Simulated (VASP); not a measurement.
H2, in a box:

```
H
1.0
    11.17151    0.00000    0.00000
     0.00000   11.67151    0.00000
     0.00000    0.00000   12.17151
H
2
Direct
  0.50298 0.48780 0.52759
  0.49722 0.51966 0.47427
```

Base run:

```yaml
Program: VASP 6.6.1
Functional: optB86b-vdW
Potentials_or_basis: VASP PAW PBE potentials, release 64 (H)
Cutoff: 400 eV
k_mesh: 1 × 1 × 1
Occupations: gaussian, width 0.01 eV
Spin: no spin polarisation
```

Its results: gap between the frontier levels 9.98 eV; largest force 0.018 eV/Å.

Question: The run is repeated on the same cell with these changes: functional from optB86b-vdW to PBEsol. What comes out?

Answer: Gap between the frontier levels 10.03 eV; largest force 0.286 eV/Å.

Caveats: the PAW data sets were made with another functional, which shifts forces and pressure a little.

A k mesh can miss the band edges.

Not every run made on this cell is shown here.
